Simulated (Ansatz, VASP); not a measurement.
# Cross-check of AlN between VASP and Ansatz

Wanted: the spread between two codes on one cell, functional and k mesh. The cell is taken from a series of runs on this material, whose earlier steps may have relaxed, scaled, displaced or heated it; both programs get it as it stands.

Program: Ansatz 0.2.0. Level of theory: plane waves, with VASP 6.6.1 beside it; relaxation of cell and atoms at r2SCAN. Results are calculated unless marked as measured.

### 1. Set-up

Symmetry: P6_3mc, No. 186, hexagonal system. Conventional cell: a = 3.096 Å, b = 3.096 Å, c = 5.034 Å, α = 90.00°, β = 90.00°, γ = 120.00°. Al has 4 N at 1.89 Å nearest. Nearest to N lie 4 Al at 1.89 Å. Farther neighbours and most contacts between anions are not listed.

Structure file:

```cif
data_structure
_symmetry_space_group_name_H-M 'P6_3mc'
_symmetry_Int_Tables_number 186
_cell_length_a 3.0960
_cell_length_b 3.0960
_cell_length_c 5.0337
_cell_angle_alpha 90.000
_cell_angle_beta 90.000
_cell_angle_gamma 120.000
_cell_volume 41.78
loop_
_atom_site_label
_atom_site_type_symbol
_atom_site_symmetry_multiplicity
_atom_site_Wyckoff_symbol
_atom_site_fract_x
_atom_site_fract_y
_atom_site_fract_z
_atom_site_occupancy
Al1 Al 2 b 0.33333 0.66667 0.00000 1
N1 N 2 b 0.66667 0.33333 0.87609 1
```

### 2. VASP: relaxation of cell and atoms, r2SCAN

The relaxed volume is the usual yardstick between codes: in a stiff, nearly cubic crystal its relative difference is about their pressure difference at one cell divided by the bulk modulus.

Lines of VASP's logs that name or quote its potential files are left out, and so is its time.

Input file INCAR:

```
SYSTEM = AlN
PREC = Accurate
ENCUT = 660
EDIFF = 1E-07
NELM = 120
ISMEAR = -1
SIGMA = 0.02
LREAL = .FALSE.
ALGO = Normal
METAGGA = R2SCAN
LASPH = .TRUE.
NBANDS = 48
LORBIT = 11
LWAVE = .FALSE.
LCHARG = .FALSE.
ISIF = 3
IBRION = 2
NSW = 80
EDIFFG = -0.005
GGA_COMPAT = .FALSE.
NELMIN = 4
EFERMI = MIDGAP
LMIXTAU = .TRUE.
KPAR = 4
```

Input file POSCAR:

```
AlN
1.0
    6.1919325300      0.0000000000      0.0000000000
   -3.0959662600      5.3623708700      0.0000000000
    0.0000000000      0.0000000000      5.0337363000
Al N
8 8
Direct
    0.1666666700      0.3333333300      0.0000000000
    0.3333333300      0.1666666700      0.5000000000
    0.1666666700      0.8333333300      0.0000000000
    0.3333333300      0.6666666700      0.5000000000
    0.6666666700      0.3333333300      0.0000000000
    0.8333333300      0.1666666700      0.5000000000
    0.6666666700      0.8333333300      0.0000000000
    0.8333333300      0.6666666700      0.5000000000
    0.3333333300      0.1666666700      0.1239072100
    0.1666666700      0.3333333300      0.6239072100
    0.3333333300      0.6666666700      0.1239072100
    0.1666666700      0.8333333300      0.6239072100
    0.8333333300      0.1666666700      0.1239072100
    0.6666666700      0.3333333300      0.6239072100
    0.8333333300      0.6666666700      0.1239072100
    0.6666666700      0.8333333300      0.6239072100
```

Input file KPOINTS:

```
Automatic mesh
0
Gamma
5 5 5
0 0 0
```

The projector-augmented-wave data sets are Al and N (PBE family, release 64).

On the command line:

```
> mpirun -np 4 vasp_std
```

Numbers of over 12 decimals in the logs are rounded to 6 here.

What it wrote:

```text
[banner, memory and clock lines left out]
running    4 mpi-ranks, on    1 nodes
 distrk:  each k-point on    1 cores,    4 groups
 distr:  one band on    1 cores,    1 groups

 POSCAR found type information on POSCAR AlN
 POSCAR found :  2 types and      16 ions
|                                                                             |
|               ----> ADVICE to this user running VASP <----                  |
|                                                                             |
|     You enforced a specific xc type in the INCAR file but a different       |
|     [... a line on the potential file left out ...]
|     I HOPE YOU KNOW WHAT YOU ARE DOING!                                     |
|                                                                             |

 LDA part: xc-table for (None), standard interpolation
 POSCAR, INCAR and KPOINTS ok, starting setup
 FFT: planning ... GRIDC
 FFT: planning ... GRID_SOFT
 FFT: planning ... GRID
 WAVECAR not read
 entering main loop
       N       E                     dE             d eps       ncg     rms          rms(c)
DAV:   1     0.250434392480E+03    0.25043E+03   -0.34983E+04  1440   0.151E+03
DAV:   2    -0.158889502790E+03   -0.40932E+03   -0.38473E+03  1832   0.302E+02
DAV:   3    -0.188023498621E+03   -0.29134E+02   -0.28916E+02  1872   0.893E+01
DAV:   4    -0.188408711210E+03   -0.38521E+00   -0.38428E+00  1744   0.114E+01
DAV:   5    -0.188414783064E+03   -0.60719E-02   -0.60701E-02  1760   0.141E+00    0.251E+01
DAV:   6    -0.156590361963E+03    0.31824E+02   -0.57950E+01  1712   0.312E+01    0.111E+01
DAV:   7    -0.151585092641E+03    0.50053E+01   -0.30779E+00  1632   0.935E+00    0.626E+00
DAV:   8    -0.160468808155E+03   -0.88837E+01   -0.66629E+00  1728   0.131E+01    0.464E+00
DAV:   9    -0.153159595252E+03    0.73092E+01   -0.40066E+00  1464   0.114E+01    0.751E-01
DAV:  10    -0.152565081731E+03    0.59451E+00   -0.34117E-01  1528   0.366E+00    0.899E-01
DAV:  11    -0.152819298125E+03   -0.25422E+00   -0.24078E-02  1600   0.104E+00    0.709E-01
DAV:  12    -0.153206835435E+03   -0.38754E+00   -0.14133E-01  1472   0.260E+00    0.421E-01
DAV:  13    -0.153767491355E+03   -0.56066E+00   -0.16532E-01  1528   0.227E+00    0.490E-01
DAV:  14    -0.153767048406E+03    0.44295E-03   -0.56558E-03  1688   0.531E-01    0.398E-01
[...]
DAV:  19    -0.153780334163E+03   -0.66159E-04   -0.31025E-05  1624   0.421E-02    0.318E-02
DAV:  20    -0.153780338995E+03   -0.48319E-05   -0.21795E-05  1624   0.331E-02    0.120E-02
DAV:  21    -0.153780343973E+03   -0.49784E-05   -0.16949E-06  1640   0.823E-03    0.333E-03
DAV:  22    -0.153780346104E+03   -0.21310E-05   -0.12193E-06  1584   0.690E-03    0.368E-03
DAV:  23    -0.153780346487E+03   -0.38276E-06   -0.16081E-07  1112   0.315E-03    0.302E-03
DAV:  24    -0.153780346599E+03   -0.11181E-06   -0.14451E-07  1064   0.248E-03    0.127E-03
DAV:  25    -0.153780346458E+03    0.14058E-06   -0.40862E-08   864   0.105E-03    0.404E-04
DAV:  26    -0.153780346516E+03   -0.57396E-07   -0.76458E-09   848   0.546E-04
   1 F= -.15378035E+03 E0= -.15378035E+03  d E =-.153780E+03
[...]
2 F= -.15381019E+03 E0= -.15381019E+03  d E =-.298397E-01
[...]
3 F= -.15381038E+03 E0= -.15381038E+03  d E =-.300376E-01
[...]
4 F= -.15381599E+03 E0= -.15381599E+03  d E =-.560294E-02
 trial-energy change:   -0.005603  1 .order   -0.005315   -0.019780    0.009150
 step:   0.7110(harm=  0.6981)  dis= 0.00287  next Energy=  -153.817368 (dE=-0.698E-02)
 bond charge predicted
       N       E                     dE             d eps       ncg     rms          rms(c)
DAV:   1    -0.153818933291E+03   -0.29462E-02   -0.11638E-01  1472   0.168E+00    0.239E-01
DAV:   2    -0.153817653517E+03    0.12798E-02   -0.22280E-03  1736   0.233E-01    0.116E-01
DAV:   3    -0.153817353920E+03    0.29960E-03   -0.80478E-04  1712   0.130E-01    0.383E-02
DAV:   4    -0.153817459213E+03   -0.10529E-03   -0.27300E-04  1616   0.975E-02    0.200E-02
DAV:   5    -0.153817305556E+03    0.15366E-03   -0.14937E-04  1448   0.834E-02    0.567E-03
DAV:   6    -0.153817341803E+03   -0.36247E-04   -0.24834E-05  1456   0.318E-02    0.432E-03
DAV:   7    -0.153817339550E+03    0.22529E-05   -0.75348E-07  1792   0.511E-03    0.328E-03
DAV:   8    -0.153817341331E+03   -0.17804E-05   -0.37455E-07  1448   0.299E-03    0.106E-03
DAV:   9    -0.153817339284E+03    0.20464E-05   -0.15898E-07  1040   0.261E-03    0.275E-04
DAV:  10    -0.153817340132E+03   -0.84741E-06   -0.34802E-08   760   0.125E-03    0.278E-04
DAV:  11    -0.153817340577E+03   -0.44515E-06   -0.44408E-09   744   0.484E-04    0.260E-04
DAV:  12    -0.153817340309E+03    0.26802E-06   -0.29718E-09   744   0.414E-04    0.861E-05
DAV:  13    -0.153817340932E+03   -0.62340E-06   -0.26555E-09   728   0.343E-04    0.451E-05
DAV:  14    -0.153817340860E+03    0.72621E-07   -0.34479E-10   720   0.137E-04
   5 F= -.15381734E+03 E0= -.15381734E+03  d E =-.695670E-02
 curvature:  -0.47 expect dE=-0.144E-04 dE for cont linesearch -0.326E-05
 trial: gam= 0.00000 g(F)=  0.783E-05 g(S)=  0.226E-04 ort =-0.425E-03 (trialstep = 0.959E+00)
 search vector abs. value=  0.305E-04
 reached required accuracy - stopping structural energy minimisation
```

Parts of OUTCAR (step 2):

```text
ion  position               nearest neighbor table
   1  0.167  0.333  0.000-   9 1.89  10 1.89  11 1.89  13 1.89   2 3.09   2 3.09   4 3.09   4 3.09
                             6 3.09   6 3.09   3 3.10   3 3.10   5 3.10   5 3.10   7 3.10   7 3.10
   2  0.333  0.167  0.500-  10 1.89   9 1.89  12 1.89  14 1.89   1 3.09   1 3.09   3 3.09   3 3.09
                             5 3.09   5 3.09   4 3.10   4 3.10   6 3.10   6 3.10   8 3.10   8 3.10
   3  0.167  0.833  0.000-  11 1.89  12 1.89   9 1.89  15 1.89   4 3.09   4 3.09   2 3.09   2 3.09
                             8 3.09   8 3.09   1 3.10   1 3.10   7 3.10   7 3.10   5 3.10   5 3.10
   4  0.333  0.667  0.500-  12 1.89  11 1.89  10 1.89  16 1.89   3 3.09   3 3.09   1 3.09   1 3.09
                             7 3.09   7 3.09   2 3.10   2 3.10   8 3.10   8 3.10   6 3.10   6 3.10
   5  0.667  0.333  0.000-  13 1.89  14 1.89  15 1.89   9 1.89   6 3.09   6 3.09   8 3.09   8 3.09
                             2 3.09   2 3.09   7 3.10   7 3.10   1 3.10   1 3.10   3 3.10   3 3.10
   6  0.833  0.167  0.500-  14 1.89  13 1.89  16 1.89  10 1.89   5 3.09   5 3.09   7 3.09   7 3.09
                             1 3.09   1 3.09   8 3.10   8 3.10   2 3.10   2 3.10   4 3.10   4 3.10
   7  0.667  0.833  0.000-  15 1.89  16 1.89  13 1.89  11 1.89   8 3.09   8 3.09   6 3.09   6 3.09
                             4 3.09   4 3.09   5 3.10   5 3.10   3 3.10   3 3.10   1 3.10   1 3.10
   8  0.833  0.667  0.500-  16 1.89  15 1.89  14 1.89  12 1.89   7 3.09   7 3.09   5 3.09   5 3.09
                             3 3.09   3 3.09   6 3.10   6 3.10   4 3.10   4 3.10   2 3.10   2 3.10
   9  0.333  0.167  0.124-   1 1.89   2 1.89   3 1.89   5 1.89
  10  0.167  0.333  0.624-   2 1.89   1 1.89   4 1.89   6 1.89
  11  0.333  0.667  0.124-   3 1.89   4 1.89   1 1.89   7 1.89
  12  0.167  0.833  0.624-   4 1.89   3 1.89   2 1.89   8 1.89
  13  0.833  0.167  0.124-   5 1.89   6 1.89   7 1.89   1 1.89
  14  0.667  0.333  0.624-   6 1.89   5 1.89   8 1.89   2 1.89
  15  0.833  0.667  0.124-   7 1.89   8 1.89   5 1.89   3 1.89
  16  0.667  0.833  0.624-   8 1.89   7 1.89   6 1.89   4 1.89

  LATTYP: Found a hexagonal cell.
 ALAT       =     6.1919325300
 C/A-ratio  =     0.8129507671

 Subroutine GETGRP returns: Found 12 space group operations
 (whereof  6 operations were pure point group operations)

The static configuration has the point symmetry C_3v.
 The point group associated with its full space group is C_6v.

 Found     15 irreducible k-points:

   k-points           NKPTS =     15   k-points in BZ     NKDIM =     15   number of bands    NBANDS=     48

   dimension x,y,z NGX =    54 NGY =   54 NGZ =   42
   dimension x,y,z NGXF=   108 NGYF=  108 NGZF=   84

   ENCUT  =  660.0 eV  48.51 Ry    6.96 a.u.  12.97 12.97 10.54*2*pi/ulx,y,z

   NELECT =      64.0000    total number of electrons

 k-points in reciprocal lattice and weights: Automatic mesh
   0.00000000  0.00000000  0.00000000       0.008
   0.20000000  0.00000000  0.00000000       0.048
   0.40000000  0.00000000  0.00000000       0.048
   0.20000000  0.20000000  0.00000000       0.048
   0.40000000  0.20000000  0.00000000       0.048
   0.00000000  0.00000000  0.20000000       0.016
   0.20000000  0.00000000  0.20000000       0.096
   0.40000000  0.00000000  0.20000000       0.096
   0.20000000  0.20000000  0.20000000       0.096
[...]
0.20000000  0.20000000  0.40000000       0.096
   0.40000000  0.20000000  0.40000000       0.096

 average (electrostatic) potential at core
       1 -74.5003       2 -74.5003       3 -74.5003       4 -74.5003       5 -74.5003
       6 -74.5003       7 -74.5003       8 -74.5003       9 -62.7126      10 -62.7126
      11 -62.7126      12 -62.7126      13 -62.7126      14 -62.7126      15 -62.7126
      16 -62.7126

 E-fermi :   8.3991

 k-point     1 :       0.0000    0.0000    0.0000
  band No.  band energies     occupation
    ...
     28       5.2244      2.00000
     29       5.2244      2.00000
     30       5.7083      2.00000
     31       5.7083      2.00000
     32       5.9320      2.00000
     33      10.8661      0.00000
     34      12.3858      0.00000
     35      12.3858      0.00000
     36      12.3858      0.00000
     37      12.4999      0.00000
    ...

 k-point     2 :       0.2000    0.0000    0.0000
  band No.  band energies     occupation
    ...
     28       4.8913      2.00000
     29       5.1513      2.00000
     30       5.2790      2.00000
     31       5.6880      2.00000
     32       5.8749      2.00000
     33      11.4383      0.00000
     34      12.3887      0.00000
     35      12.3887      0.00000
     36      12.6794      0.00000
     37      12.7419      0.00000
    ...

 k-point     3 :       0.4000    0.0000    0.0000
  band No.  band energies     occupation
    ...
     28       4.5179      2.00000
     29       5.2507      2.00000
     30       5.4206      2.00000
     31       5.5846      2.00000
     32       5.6687      2.00000
     33      12.3303      0.00000
     34      12.3303      0.00000
     35      12.4969      0.00000
     36      12.9992      0.00000
     37      13.7282      0.00000
    ...

  Total       -0.0612583     -0.0612583     -0.0014669     -0.0000000     -0.0000000      0.0000000
  in kB       -0.5905158     -0.5905158     -0.0141407     -0.0000000     -0.0000000      0.0000000
  external PRESSURE =      -0.3983908 kB  Pullay stress =       0.0000000 kB

  energy-cutoff  :      660.00
  volume of cell :      166.20
      direct lattice vectors                 reciprocal lattice vectors
     6.210553263  0.000000000  0.000000000     0.161016251  0.092962775  0.000000000
    -3.105276626  5.378496898  0.000000000    -0.000000000  0.185925551  0.000000000
    -0.000000000 -0.000000000  4.975680607     0.000000000  0.000000000  0.200977530

 POSITION                                       TOTAL-FORCE (eV/Angst)
 -----------------------------------------------------------------------------------
      0.00000      1.79283      0.01356         0.000000     -0.000000      0.003185
      1.55264      0.89642      2.50140         0.000000     -0.000000      0.003185
     -1.55264      4.48208      0.01356         0.000000     -0.000000      0.003185
     -0.00000      3.58566      2.50140         0.000000     -0.000000      0.003185
      3.10528      1.79283      0.01356         0.000000     -0.000000      0.003185
      4.65791      0.89642      2.50140         0.000000     -0.000000      0.003185
      1.55264      4.48208      0.01356         0.000000     -0.000000      0.003185
      3.10528      3.58566      2.50140         0.000000     -0.000000      0.003185
      1.55264      0.89642      0.60296         0.000000     -0.000000     -0.003185
      0.00000      1.79283      3.09080         0.000000      0.000000     -0.003185
     -0.00000      3.58566      0.60296        -0.000000      0.000000     -0.003185
     -1.55264      4.48208      3.09080        -0.000000     -0.000000     -0.003185
      4.65791      0.89642      0.60296        -0.000000      0.000000     -0.003185
      3.10528      1.79283      3.09080        -0.000000      0.000000     -0.003185
      3.10528      3.58566      0.60296        -0.000000     -0.000000     -0.003185
      1.55264      4.48208      3.09080         0.000000      0.000000     -0.003185
 -----------------------------------------------------------------------------------
    total drift:                                0.000013     -0.000007     -0.093937

  FREE ENERGIE OF THE ION-ELECTRON SYSTEM (eV)
  ---------------------------------------------------
  free  energy   TOTEN  =      -153.8173408596 eV

  energy  without entropy=     -153.8173408596  energy(sigma->0) =     -153.81734086

 reached required accuracy - stopping structural energy minimisation

 total charge
# of ion       s       p       d       tot
------------------------------------------
    1        0.368   0.450   0.000   0.818
    2        0.368   0.450   0.000   0.818
    3        0.368   0.450   0.000   0.818
    4        0.368   0.450   0.000   0.818
    5        0.368   0.450   0.000   0.818
    6        0.368   0.450   0.000   0.818
    7        0.368   0.450   0.000   0.818
    8        0.368   0.450   0.000   0.818
    9        1.227   2.669   0.000   3.896
   10        1.227   2.669   0.000   3.896
   11        1.227   2.669   0.000   3.896
   12        1.227   2.669   0.000   3.896
   13        1.227   2.669   0.000   3.896
   14        1.227   2.669   0.000   3.896
   15        1.227   2.669   0.000   3.896
   16        1.227   2.669   0.000   3.896
--------------------------------------------------
tot         12.760  24.954   0.000  37.713

[... 3 further parts left out ...]
```

CONTCAR:

```
AlN
   1.00000000000000
     6.2105532629311044    0.0000000000173179    0.0000000000000000
    -3.1052766264355185    5.3784968977512735    0.0000000000000000
    -0.0000000000000000   -0.0000000000000000    4.9756806069924719
  Al              N
     8     8
Direct
     0.1666666699999979    0.3333333300000021    0.0027258627679855
     0.3333333300000021    0.1666666699999979    0.5027258627679855
     0.1666666699999979    0.8333333300000021    0.0027258627679855
     0.3333333300000021    0.6666666699999979    0.5027258627679855
     0.6666666699999979    0.3333333300000021    0.0027258627679855
     0.8333333300000021    0.1666666699999979    0.5027258627679855
     0.6666666699999979    0.8333333300000021    0.0027258627679855
     0.8333333300000021    0.6666666699999979    0.5027258627679855
     0.3333333300000021    0.1666666699999979    0.1211813472320132
     0.1666666699999979    0.3333333300000021    0.6211813472320132
     0.3333333300000021    0.6666666699999979    0.1211813472320132
     0.1666666699999979    0.8333333300000021    0.6211813472320132
     0.8333333300000021    0.1666666699999979    0.1211813472320132
     0.6666666699999979    0.3333333300000021    0.6211813472320132
     0.8333333300000021    0.6666666699999979    0.1211813472320132
     0.6666666699999979    0.8333333300000021    0.6211813472320132
```

The gap is read on the k-mesh alone, so it is an upper bound where the band edges lie off the mesh. The PAW data sets were made with PBE, which is usual practice but a small mismatch for other functionals. The run keeps the 12 symmetry operations of its start, so it cannot find a distortion of lower symmetry.

(Continued in part 2 of 2.)

[Lines on the potential files, build, host, timing and source positions are cut from VASP's logs without a mark.]

[Logs are printed without paths, hosts, clocks, repeated set-up lines and the standing remarks that a program may print on its own settings, such as how far it seeks lower states.]

[Hosts, paths, dates, database ids (printed as entryN), source tags and the programs' standing remarks are cut or masked in the printed files.]
